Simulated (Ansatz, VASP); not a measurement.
# Cross-check of PtS2 between VASP and Ansatz

Aim: how closely do two programs agree when they are given the same cell, functional and k mesh? The cell is taken from a series of runs on this material, whose earlier steps may have relaxed, scaled, displaced or heated it; both programs get it as it stands.

Program: Ansatz 0.2.0. Level of theory: plane waves, with VASP 6.6.1 beside it; zone-centre phonons at PBE with D3(BJ). Results are calculated unless marked as measured.

## Step 1: Starting point

Symmetry: P-3m1, No. 164, trigonal system. Conventional cell: a = 3.585 Å, b = 3.585 Å, c = 4.844 Å, α = 90.00°, β = 90.00°, γ = 120.00°. Nearest to S lie 3 Pt at 2.40 Å. Nearest to Pt lie 6 S at 2.40 Å. Farther neighbours and most contacts between anions are not listed.

## Step 2: Ansatz: zone-centre phonons, PBE with D3(BJ)

Ansatz runs on its PAW soft_1 files.

Second derivatives magnify differences that forces hide, and they need a tight electronic threshold.

input.yaml

```yaml
crystal:
  lattice:
    - [3.5853020814, 0.0, 0.0]
    - [-1.7926510407, 3.1049626827, 0.0]
    - [0.0, 0.0, 4.8444686748]
  atoms:
    - { symbol: S, position: [0.3333333333, 0.6666666667, 0.2499808215] }
    - { symbol: S, position: [0.6666666667, 0.3333333333, 0.7500191785] }
    - { symbol: Pt, position: [0.0, 0.0, 0.0] }
kpoints:
  mp_grid: { grid: [12, 12, 8] }
hamiltonian:
  xc: pbe
  dispersion: d3bj
  pseudopotentials: { kind: paw, azcp: { folder: soft_1 } }
scf:
  occupations: { method: fixed }
output:
  eigenvalues: true
phonons:
  method: dfpt
```

Started as:

```console
ansatz run input.yaml --threads 4 --pin off --max-ram 10240MiB --backend cpu --events-out ev --progress --plain --runs-dir out
```

Numbers of over 12 decimals in the logs are rounded to 6 here.

Log:

```text
Engine: ansatz 0.2.0, x86_64-unknown-linux-gnu
Pseudopotentials: kind: paw
Pseudopotential: S, paw, valence charge 6, recommended cutoff 420 eV (normal), soft_1/S.paw.azcp
Pseudopotential: Pt, paw, valence charge 18, recommended cutoff 420 eV (normal), soft_1/Pt.paw.azcp
Functional definition: PBE
  parameter kappa = 0.804
  parameter beta = 0.066725
  exchange = pbe_x(kappa = kappa, mu = beta*pi^2/3)
  correlation = pbe_c(beta = beta)
Crystal: 3 atoms, lattice volume = 53.930 Å³
Basis set: ecut = 420 eV, 1019 PW (Γ), exchange–correlation on 48×48×72 points (8 copies of the dense FFT grid, shifted against one another)
Bands: 19, of which v1, the nominal top of the filled ones, is band 15 counted from 1 (14 counted from 0)
Symmetry: 12 space group operations
k-points: 320 of 1152 (irreducible under 2 space group operations, time reversal used)
Non-local potential: S, projectors of the file, l = 0: 2, l = 1: 2, l = 2: 1
Non-local potential: Pt, projectors of the file, l = 0: 3, l = 1: 2, l = 2: 2, l = 3: 1
PAW form: soft (Blöchl's): semilocal exchange-correlation on the pseudo side does not see the compensation charge
PAW one-centre angular grid: S, 110 points (default); XC on 64 Gauss nodes
PAW one-centre angular grid: Pt, 590 points (default); XC on 64 Gauss nodes
Initial density: superposition of atomic densities (chi_scale 0.1, normalization cell, long waves kept (reshape's long-wave potential 0.01 eV rms))
Initial wavefunctions: pseudopotential atomic-orbital guess
Functional: x = pbe(κ = 0.804, μ = 0.219515), c = pbe(β = 0.066725)
SCF iter   1: F=—  HF=-14331.681904 eV  |F-HF|=—  |Δ(HF+E_count)|=         —  Δρ=7.79e-2  dr2=2.91e0  ethr=3.10e-3  ⟨swp⟩=4.5  Hψ=26944  notcnv=0  defer=640
preconditioner: auto → Resta (q_TF=auto, 2.474 Å⁻¹)  ε∞=7.2  [insulator: Δε(μ)=0.940 eV  Ē_g=9.531 eV  n_scr=20 (ndim 8)  ℏωp=23.7 eV  f_vac=0.000  ε∞_Penn≈7.2]
SCF iter   2: F=—  HF=-14331.174636 eV  |F-HF|=—  |Δ(HF+E_count)|=   5.07e-1  Δρ=2.72e-2  dr2=2.30e-1  ethr=3.10e-3  ⟨swp⟩=3.2  Hψ=12850  notcnv=0  defer=640
SCF iter   3: F=—  HF=-14331.153033 eV  |F-HF|=—  |Δ(HF+E_count)|=   2.16e-2  Δρ=1.63e-2  dr2=5.80e-2  ethr=7.67e-4  ⟨swp⟩=2.1  Hψ=7638  notcnv=0  defer=640
SCF iter   4: F=—  HF=-14331.150309 eV  |F-HF|=—  |Δ(HF+E_count)|=   2.72e-3  Δρ=1.47e-3  dr2=1.17e-3  ethr=1.93e-4  ⟨swp⟩=2.8  Hψ=9273  notcnv=0  defer=640
SCF iter   5: F=—  HF=-14331.150913 eV  |F-HF|=—  |Δ(HF+E_count)|=   6.04e-4  Δρ=3.75e-4  dr2=1.16e-4  ethr=3.91e-6  ⟨swp⟩=2.1  Hψ=9825  notcnv=0  defer=640
SCF iter   6: F=—  HF=-14331.151014 eV  |F-HF|=—  |Δ(HF+E_count)|=   1.01e-4  Δρ=1.23e-4  dr2=1.72e-5  ethr=3.85e-7  ⟨swp⟩=2.0  Hψ=9548  notcnv=0  defer=639
SCF iter   7: F=—  HF=-14331.151018 eV  |F-HF|=—  |Δ(HF+E_count)|=   3.97e-6  Δρ=1.86e-5  dr2=2.33e-7  ethr=5.73e-8  ⟨swp⟩=2.0  Hψ=8977  notcnv=0  defer=39
SCF iter   8: F=—  HF=-14331.151020 eV  |F-HF|=—  |Δ(HF+E_count)|=   1.90e-6  Δρ=4.15e-6  dr2=1.20e-8  ethr=7.77e-10  ⟨swp⟩=2.0  Hψ=9177  notcnv=0
SCF iter   9: F=—  HF=-14331.151020 eV  |F-HF|=—  |Δ(HF+E_count)|=   1.55e-8  Δρ=1.26e-6  dr2=1.26e-9  ethr=3.99e-11  ⟨swp⟩=2.0  Hψ=9557  notcnv=0
SCF iter  10: F=—  HF=-14331.151020 eV  |F-HF|=—  |Δ(HF+E_count)|=   1.15e-9  Δρ=4.16e-7  dr2=1.11e-10  ethr=4.21e-12  ⟨swp⟩=2.0  Hψ=9341  notcnv=0
SCF iter  11: F=-14331.151020 eV  HF=-14331.151020 eV  |F-HF|=9.09e-12  |Δ(HF+E_count)|=  3.09e-11  Δρ=7.54e-8  dr2=2.77e-12  ethr=1.00e-12  ⟨swp⟩=9.0  Hψ=39974  notcnv=0
SCF 1 converged in 11 iterations: F = -14331.151020 eV  dr2 = 2.77e-12
  greatest PAW one-centre occupation: 1.000 electrons in one spin orbital (limit 2), on the Pt atom at site 2 (counted from 0), in its partial waves of l = 0
DFPT response loops at Γ: preconditioner auto → Resta (q_TF=auto, 2.474 Å⁻¹)  ε∞=13.2 (no band partly filled); β = 1.00, the filter's whole step (`scf.mixing.beta` (0.50) is not read by the response loops at its default; to damp them type it under 1.00, their step now; it binds the ground state too); Broyden in place of MSR1
SCF converged after 11 iterations
Free energy (F): -14331.151020 eV
Harris-Foulkes:  -14331.151020 eV  (|F-HF|=9.09e-12)
Internal energy: -14331.151020 eV  (E = F + TS)
E sigma→0 (E₀):  -14331.151020 eV
Fermi energy:    11.549363 eV
--- Per-component energies (eV) ---
  E_band       = -306.989589
  E_kinetic    = 805.934870
  E_local      = -2889.558549  (includes V_loc(G=0)·N_el)
  E_nonlocal   = 272.009255
  E_hartree    = 1138.715167
  E_xc         = -409.731207
  E_vxc        = -436.365944  (∫ρ·V_xc dr)
  E_paw        = -10700.414303  (= ΣΔE_a)
  E_vpaw       = -336.440723  (= ΣTr[D̂ρ^β])
  E_aug_tail   = 0.001137  (compensation charges beyond the density's cutoff)
  E_ewald      = -2546.810005
  E_disp       = -1.297385  (pairwise vdW)
  E_smearing   = -0.000000  (= −TS)
  E_closure    = 0.000000  (closes the sum)
  Σ components = -14331.151020   (vs F -14331.151020, Δ=0.00e0)
--- Band table (eV; the first three rows and the last of 320) ---
  k-point 0: bands = [... 11 lower, 9.2757, 10.1474, 10.1474, 11.5494, 13.0914, 13.0914, 15.6132, 16.6161]
  k-point 1: bands = [... 11 lower, 9.2384, 10.0857, 10.0857, 11.2941, 13.2060, 13.2060, 15.7406, 16.9049]
  k-point 2: bands = [... 11 lower, 9.0907, 9.9467, 9.9467, 10.7522, 13.4845, 13.4845, 16.1164, 17.5362]
  k-point 319: bands = [... 11 lower, 8.2223, 8.5078, 9.0097, 9.6148, 13.1476, 13.2250, 17.6721, 18.3417]
--- Phonons (Γ-DFPT): 4 representative perturbations + reference, on 320 of 1152 k-points (Σ response iterations 12) ---
  k mesh reduced under 2 symmetry operations, with k and −k counted as one. Each operation leaves every solved perturbation unchanged. A smaller set is not used because it would not reduce the number of displacements times k-points to solve
  ASR residual: 4.203e-5 → 0.000e0 eV/Å²; symmetrization residual: 5.106e-6 eV/Å²
  pairwise dispersion correction: d3bj (s6 = 1.0, s8 = 0.7875, a1 = 0.4289, a2_bohr = 4.4407), with the weights of each atom's references fixed at the reference crystal's, and the forces and stress that the weights' published response gives there kept as a pressure on the atom's counted neighbours (hamiltonian.dispersion)
  ASR residual per site (eV/Å²): 1.40e-5 1.40e-5 4.20e-5
  Γ frequencies (cm⁻¹): 0.00 0.00 0.00 292.35 292.35 300.76 300.76 318.66 327.65
  non-analytic LO–TO correction: not included (Born effective charges unavailable; polar crystals: no LO–TO splitting at Γ)
```

(Continued in part 2 of 2.)

[Lines on the potential files, build, host, timing and source positions are cut from VASP's logs without a mark.]

[Logs are printed without paths, hosts, clocks, repeated set-up lines and the standing remarks that a program may print on its own settings, such as how far it seeks lower states.]

[Hosts, paths, dates, database ids (printed as entryN), source tags and the programs' standing remarks are cut or masked in the printed files.]
